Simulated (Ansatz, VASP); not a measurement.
# Cross-check of SnSe2 between VASP and Ansatz, part 3 of 3

One calculation is typed for both programs; each brings its own data sets and cutoff. How far apart do they land?

VASP 6.6.1 and Ansatz 0.2.0.

So far. Step 4 (Differences): The forces differ by 5.2 meV/Å r.m.s., which is 9.5 % of the r.m.s. force of 0.05 eV/Å (both taken over all components). Among the levels compared at these points, filled levels agree within 36 meV and empty ones within 38 meV.

## (5) VASP: band structure, HSE03

Level of this step: HSE03; plane waves and PAW (Sn_d, Se) (VASP).

The same path points are solved in both programs, so levels can be compared one by one.

The run reads the wave functions of an earlier VASP run, which isn't shown here.

INCAR

```
SYSTEM = SnSe2
PREC = Accurate
ENCUT = 400
EDIFF = 1E-06
NELM = 100
ISMEAR = 0
SIGMA = 0.02
LREAL = .FALSE.
ALGO = Normal
LHFCALC = .TRUE.
AEXX = 0.25
GGA = PE
HFSCREEN = 0.3
LASPH = .TRUE.
NBANDS = 19
PRECFOCK = Fast
LORBIT = 11
LWAVE = .FALSE.
LCHARG = .FALSE.
KPAR = 4
```

POSCAR

```
SnSe2
1.0
    3.8110000000      0.0000000000      0.0000000000
   -1.9055000000      3.3004228138      0.0000000000
    0.0000000000      0.0000000000      6.1360000000
Sn Se
1 2
Direct
    0.0000000000      0.0000000000      0.0000000000
    0.3333333333      0.6666666667      0.2490000000
    0.6666666667      0.3333333333      0.7510000000
```

KPOINTS

```
Automatic mesh
0
Gamma
4 4 3
0 0 0
```

KPOINTS_OPT

```
Line mode
6
Line-mode
Reciprocal
  0.00000000   0.00000000   0.00000000 GAMMA
  0.50000000   0.00000000   0.00000000 M

  0.50000000   0.00000000   0.00000000 M
  0.33333333   0.33333333   0.00000000 K

  0.33333333   0.33333333   0.00000000 K
  0.00000000   0.00000000   0.00000000 GAMMA

  0.00000000   0.00000000   0.00000000 GAMMA
  0.00000000   0.00000000   0.50000000 A

  0.00000000   0.00000000   0.50000000 A
  0.50000000   0.00000000   0.50000000 L

  0.50000000   0.00000000   0.50000000 L
  0.33333333   0.33333333   0.50000000 H

  0.33333333   0.33333333   0.50000000 H
  0.00000000   0.00000000   0.50000000 A

  0.50000000   0.00000000   0.50000000 L
  0.50000000   0.00000000   0.00000000 M

  0.33333333   0.33333333   0.00000000 K
  0.33333333   0.33333333   0.50000000 H
```

PAW data sets: Sn_d and Se (PBE family, release 64).

On the command line:

```
mpirun -np 4 vasp_std
```

Numbers of over 12 decimals in the logs are rounded to 6 here.

The program printed:

```text
[banner, memory and clock lines left out]
running    4 mpi-ranks, on    1 nodes
[...]
LDA part: xc-table for (Slater+PW92), standard interpolation
 found WAVECAR, reading the header
 POSCAR, INCAR and KPOINTS ok, starting setup
[...]
reading WAVECAR
 the WAVECAR file was read successfully
 initial charge from wavefunction
 entering main loop
       N       E                     dE             d eps       ncg     rms          rms(c)
DAV:   1    -0.138975237507E+02   -0.13898E+02   -0.62808E-01   348   0.705E+00    0.211E+00
DAV:   2    -0.139039531063E+02   -0.64294E-02   -0.35840E-02   368   0.112E+00    0.137E+00
DAV:   3    -0.139025496959E+02    0.14034E-02   -0.28867E-03   492   0.354E-01    0.814E-01
DAV:   4    -0.139021725123E+02    0.37718E-03   -0.46586E-04   383   0.162E-01    0.459E-01
DAV:   5    -0.139020447101E+02    0.12780E-03   -0.81979E-05   375   0.832E-02    0.257E-01
DAV:   6    -0.139020015437E+02    0.43166E-04   -0.29062E-05   366   0.462E-02    0.141E-01
[...]
1 F= -.13901986E+02 E0= -.13901986E+02  d E =-.322206E-23
 Start KPOINTS_OPT (optional k-point list driver)
k-point batch [1-9\54]
       N       E                     dE             ncg
DAV:   1     0.992700489294E+02   -0.42831E+04      351
DAV:   2    -0.173964522264E+04   -0.18389E+04      369
DAV:   3    -0.198388541413E+04   -0.24424E+03      399
DAV:   4    -0.199921333772E+04   -0.15328E+02      398
DAV:   5    -0.199956864087E+04   -0.35530E+00      453
DAV:   6    -0.199957546409E+04   -0.68232E-02      414
DAV:   7    -0.199957570923E+04   -0.24514E-03      499
DAV:   8    -0.199957571386E+04   -0.46293E-05      355
DAV:   9    -0.199957571407E+04   -0.21223E-06      283
[...]
k-point batch [46-54\54]
       N       E                     dE             ncg
DAV:   1    -0.102419519577E+03   -0.73146E+04      348
DAV:   2    -0.185312626467E+04   -0.17507E+04      353
DAV:   3    -0.205648110067E+04   -0.20335E+03      399
DAV:   4    -0.206528572418E+04   -0.88046E+01      426
DAV:   5    -0.206548091114E+04   -0.19519E+00      467
DAV:   6    -0.206548597785E+04   -0.50667E-02      473
DAV:   7    -0.206548622653E+04   -0.24868E-03      510
DAV:   8    -0.206548622934E+04   -0.28024E-05      401
DAV:   9    -0.206548622941E+04   -0.71995E-07      304
```

Parts of OUTCAR (step 5):

```text
 POSITION                                       TOTAL-FORCE (eV/Angst)
 -----------------------------------------------------------------------------------
      0.00000      0.00000      0.00000        -0.000000      0.000000      0.000000
     -0.00000      2.20028      1.52786         0.000000     -0.000000      0.298611
      1.90550      1.10014      4.60814         0.000000      0.000000     -0.298611
 -----------------------------------------------------------------------------------
    total drift:                               -0.000000     -0.000000     -0.000000

  FREE ENERGIE OF THE ION-ELECTRON SYSTEM (eV)
  ---------------------------------------------------
  free  energy   TOTEN  =       -13.9019858442 eV

  energy  without entropy=      -13.9019858442  energy(sigma->0) =      -13.90198584

[... 2 parts as in an earlier step ...]

[... 1 further part left out ...]
[key lines of the parts left out:]
E-fermi :   3.8502
```

## (6) Ansatz: band structure, HSE03

The same cell, functional, mesh and smearing now go to Ansatz, which takes its cutoff from its data sets.

input.yaml

```yaml
crystal:
  lattice:
    - [3.811, 0.0, 0.0]
    - [-1.9055, 3.3004228138, 0.0]
    - [0.0, 0.0, 6.136]
  atoms:
    - { symbol: Sn, position: [0.0, 0.0, 0.0] }
    - { symbol: Se, position: [0.3333333333, 0.6666666667, 0.249] }
    - { symbol: Se, position: [0.6666666667, 0.3333333333, 0.751] }
hamiltonian:
  xc: { exchange: pbe, correlation: pbe, exx: { coeff: 0.25, omega: 0.3 } }
  pseudopotentials: { kind: paw }
kpoints:
  mp_grid: { grid: [4, 4, 3] }
  band_path:
    path:
      - [0.0, 0.0, 0.0]
      - [0.4, 0.0, 0.0]
      - [0.4, 0.2, 0.0]
      - [0.2, 0.2, 0.0]
      - [0.06667, 0.06667, 0.0]
      - [0.0, 0.0, 0.1]
      - [0.0, 0.0, 0.5]
      - [0.4, 0.0, 0.5]
      - [0.4, 0.2, 0.5]
      - [0.2, 0.2, 0.5]
      - [0.5, 0.0, 0.4]
      - [0.5, 0.0, 0.3]
      - [0.33333, 0.33333, 0.0]
      - [0.33333, 0.33333, 0.5]
    npoints: 1
scf:
  occupations: { method: gaussian, width: 0.02 }
  n_extra_bands: 7
output:
  forces: true
  stress: true
  eigenvalues: true
```

On the command line:

```
ansatz run input.yaml --threads 4 --pin off --max-ram 9216MiB --backend cpu --events-out ev --progress --plain --runs-dir out
```

The program printed:

```text
[...]
Crystal: 3 atoms, lattice volume = 77.178 Å³
Basis set: ecut = 420 eV, 1485 PW (Γ), exchange–correlation on 54×54×90 points (8 copies of the dense FFT grid, shifted against one another)
Bands: 30, of which v1, the nominal top of the filled ones, is band 23 counted from 1 (22 counted from 0)
Symmetry: 12 space group operations
[...]
k-points: 9 of 48
[...]
--- Band table (eV; the first three rows and the last of 9) ---
  k-point 0: bands = [... 19 lower, 6.9501, 7.3026, 7.3026, 7.6756, 9.4300, 11.2993, 13.0770, 13.0770, ... 3 higher]
  k-point 1: bands = [... 19 lower, 6.8726, 6.8726, 7.4272, 7.4272, 10.5422, 11.3065, 12.8499, 12.8499, ... 3 higher]
  k-point 2: bands = [... 19 lower, 5.2260, 5.5624, 7.4608, 7.5782, 10.3003, 12.3785, 13.9112, 14.2082, ... 3 higher]
  k-point 8: bands = [... 19 lower, 3.8082, 4.6729, 6.4442, 7.3471, 10.5255, 13.0389, 14.2278, 14.9763, ... 3 higher]
[key lines of the parts left out:]
Free energy (F): -16970.309178 eV
Fermi energy:    8.331266 eV
P = ⅓ Tr σ = 3.4037 GPa (34.037 kbar)
```

It took 49 s on 4 threads of Arm Neoverse V1, shared host; peak memory 1 GiB; 3 min of CPU time.

## (7) Differences

What differs besides the data sets and the points named for the pairs above, as far as they apply: the cutoff is 420 eV in Ansatz and 400 eV in VASP. Total energies have different zeros and are not compared.

Compared:

```
                     quantity  Ansatz   VASP  difference
gap over the path points (eV)   1.263  1.269      -0.006
```

Forces (eV/Å; atoms numbered as in POSCAR):

```
atom        Ansatz x, y, z          VASP x, y, z
 Sn1   0.000, 0.000, 0.000   0.000, 0.000, 0.000
 Se2   0.000, 0.000, 0.312   0.000, 0.000, 0.299
 Se3  0.000, 0.000, -0.312  0.000, 0.000, -0.299
```

Levels at points of the path, from each program's valence-band top (eV; 4 filled, then empty):

```
k (reciprocal lattice)                                  Ansatz                                    VASP
     0.000 0.000 0.000  -0.78 -0.42 -0.42 -0.05 1.70 3.57 5.35  -0.78 -0.43 -0.43 -0.05 1.70 3.58 5.36
     0.400 0.000 0.000  -3.23 -2.79 -0.96 -0.29 1.76 4.55 6.21  -3.21 -2.78 -0.95 -0.30 1.77 4.56 6.22
     0.400 0.200 0.000  -3.73 -3.16 -1.58 -1.34 2.08 6.30 6.52  -3.73 -3.15 -1.57 -1.33 2.08 6.31 6.53
     0.200 0.200 0.000  -3.88 -1.99 -1.67 -0.42 2.59 6.04 6.46  -3.86 -1.98 -1.67 -0.42 2.59 6.05 6.46
     0.067 0.067 0.000   -1.67 -0.62 -0.45 0.00 2.65 4.36 4.95   -1.67 -0.62 -0.45 0.00 2.64 4.37 4.96
     0.000 0.000 0.100  -0.79 -0.41 -0.41 -0.33 1.92 3.58 5.32  -0.79 -0.41 -0.41 -0.33 1.91 3.58 5.33
     0.000 0.000 0.500  -0.87 -0.87 -0.26 -0.26 3.08 3.56 5.05  -0.87 -0.87 -0.27 -0.27 3.07 3.56 5.06
     0.400 0.000 0.500  -2.61 -2.16 -1.06 -0.69 1.51 4.99 5.80  -2.61 -2.16 -1.05 -0.69 1.51 4.99 5.82
     0.400 0.200 0.500  -4.11 -3.24 -0.62 -0.44 2.63 5.43 5.83  -4.10 -3.24 -0.62 -0.44 2.63 5.44 5.83
     0.200 0.200 0.500  -3.42 -2.45 -0.90 -0.81 2.83 5.34 6.64  -3.42 -2.45 -0.89 -0.81 2.83 5.35 6.65
```

The forces differ by 6.5 meV/Å r.m.s., which is 4.6 % of the r.m.s. force of 0.14 eV/Å (both taken over all components). Among the levels compared at these points, filled levels agree within 11 meV and empty ones within 14 meV.

## (8) Outcome

```yaml
difference_in_gap_over_the_path_points_band_structure_r2scan0: -0.018 eV
difference_in_gap_over_the_path_points_band_structure_hse03: -0.0061 eV
r_m_s_force_difference_band_structure_hse03: 6.5 meV/Å
```

What this shows: The r.m.s. force difference is 6.5 meV/Å (band structure, HSE03), within the 12 meV/Å picked in this series as the mark of a large difference. Such differences can come from data sets, numerical settings and the points named under the comparisons, not from the functional's error against experiment.

[Lines on the potential files, build, host, timing and source positions are cut from VASP's logs without a mark.]

[Logs are printed without paths, hosts, clocks, repeated set-up lines and the standing remarks that a program may print on its own settings, such as how far it seeks lower states.]

[Hosts, paths, dates, database ids (printed as entryN), source tags and the programs' standing remarks are cut or masked in the printed files.]
